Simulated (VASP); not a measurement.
Output of a VASP run:

**OSZICAR**
```
       N       E                     dE             d eps       ncg     rms          rms(c)
DAV:   1     0.124934087626E+03    0.12493E+03   -0.11483E+04  8640   0.139E+03
DAV:   2    -0.201453197886E+02   -0.14508E+03   -0.14375E+03 10677   0.338E+02
DAV:   3    -0.232093401363E+02   -0.30640E+01   -0.30495E+01 11587   0.445E+01
DAV:   4    -0.232242349346E+02   -0.14895E-01   -0.14902E-01  9816   0.365E+00
DAV:   5    -0.232243708473E+02   -0.13591E-03   -0.13605E-03 11790   0.322E-01    0.204E+01
DAV:   6    -0.224985230106E+02    0.72585E+00   -0.75395E+00 10026   0.187E+01    0.473E+00
DAV:   7    -0.223698029916E+02    0.12872E+00   -0.11733E+00  9741   0.683E+00    0.434E+00
DAV:   8    -0.223355711094E+02    0.34232E-01   -0.12236E-01 10327   0.297E+00    0.440E-01
DAV:   9    -0.223350087371E+02    0.56237E-03   -0.22820E-03 10663   0.446E-01    0.264E-01
DAV:  10    -0.223350078615E+02    0.87562E-06   -0.76966E-04 10446   0.260E-01    0.617E-02
DAV:  11    -0.223349791388E+02    0.28723E-04   -0.30271E-04 10376   0.138E-01    0.409E-02
DAV:  12    -0.223349804592E+02   -0.13204E-05   -0.28523E-05  9917   0.392E-02    0.100E-02
DAV:  13    -0.223349801450E+02    0.31426E-06   -0.10282E-06 11314   0.676E-03    0.135E-03
DAV:  14    -0.223349801324E+02    0.12559E-07   -0.66744E-08  5531   0.181E-03
   1 F= -.22334980E+02 E0= -.22334980E+02  d E =0.000000E+00
```

**OUTCAR**
```
------------------------ aborting loop because EDIFF is reached ----------------------------------------
  FORCE on cell =-STRESS in cart. coord.  units (eV):
  Direction    XX          YY          ZZ          XY          YZ          ZX
  --------------------------------------------------------------------------------------
  Total        0.0087482      0.0087482     -0.0374387      0.0000000      0.0000000      0.0000000
  in kB        0.3410202      0.3410202     -1.4594317      0.0000000      0.0000000      0.0000000
  external PRESSURE =      -0.2591304 kB  Pullay stress =       0.0000000 kB
  volume of cell :       41.10
      direct lattice vectors                 reciprocal lattice vectors
    -1.613393026  1.613393026  3.947361104     0.000000000  0.309905889  0.126666901
     1.613393026 -1.613393026  3.947361104     0.309905889  0.000000000  0.126666901
     1.613393026  1.613393026 -3.947361104     0.309905889  0.309905889  0.000000000
 POSITION                                       TOTAL-FORCE (eV/Angst)
 -----------------------------------------------------------------------------------
      0.00000      0.00000      5.24975         0.000000      0.000000     -0.017231
      0.00000      0.00000      2.64497        -0.000000     -0.000000      0.017231
      0.00000      0.00000      0.00000         0.000000      0.000000      0.000000
 -----------------------------------------------------------------------------------
    total drift:                                0.000000      0.000000     -0.000000
  FREE ENERGIE OF THE ION-ELECTRON SYSTEM (eV)
  ---------------------------------------------------
  free  energy   TOTEN  =       -22.3349801324 eV

  energy  without entropy=      -22.3349801324  energy(sigma->0) =      -22.33498013

 total charge

# of ion       s       p       d       tot
------------------------------------------
    1        0.741   0.863   0.000   1.604
    2        0.741   0.863   0.000   1.604
    3        2.278   6.199   4.145  12.622
--------------------------------------------------
tot          3.760   7.925   4.145  15.830

 Electric field gradients after diagonalization (V/A^2)
 (convention: |V_zz| > |V_xx| > |V_yy|)
----------------------------------------------------------------------
 ion       V_xx      V_yy      V_zz     asymmetry (V_yy - V_xx)/ V_zz
----------------------------------------------------------------------
   1       5.648     5.648   -11.295       0.000
   2       5.648     5.648   -11.295       0.000
   3      29.273    29.272   -58.545       0.000
```
(Selected blocks of OUTCAR.)

### POSCAR
```
MoSi2
1
   -1.6133930258     1.6133930258     3.9473611040
    1.6133930258    -1.6133930258     3.9473611040
    1.6133930258     1.6133930258    -3.9473611040
Si Mo
2 1
Direct
  0.6649699049   0.6649699049   0.0000000000
  0.3350300951   0.3350300951   0.0000000000
  0.0000000000   0.0000000000   0.0000000000
```

### Question
Reconstruct the remaining input files.

### Answer
One answer among several that fit: the input of the run itself, revPBE GGA, plane waves, VASP's PBE PAW potentials (set 64).

KPOINTS:
```
Automatic mesh
0
Gamma
15 15 15
0 0 0
```

**INCAR**
```
# general
SYSTEM   =  MoSi2
PREC     =  Accurate
ENCUT    =  520
LREAL    =  .False.
LASPH    =  .True.

# electronic loop
EDIFF    =  1E-7
NELM     =  100
ALGO     =  Normal
LMAXMIX  =  4

# smearing
ISMEAR   =  -5

# functional
GGA      =  RE

# ions
ISIF     =  2

# output
LWAVE    =  .False.
LCHARG   =  .True.
LORBIT   =  11
NEDOS    =  601

# other
LEFG     =  .True.
```

POTCAR, in this order: Si Mo_sv (PBE.64 set). Program: vasp_std.

For a metal the tetrahedron method with Blöchl corrections gives inexact stress and forces.

The compound is MoSi2 in the MoSi2 type structure. It was relaxed first.
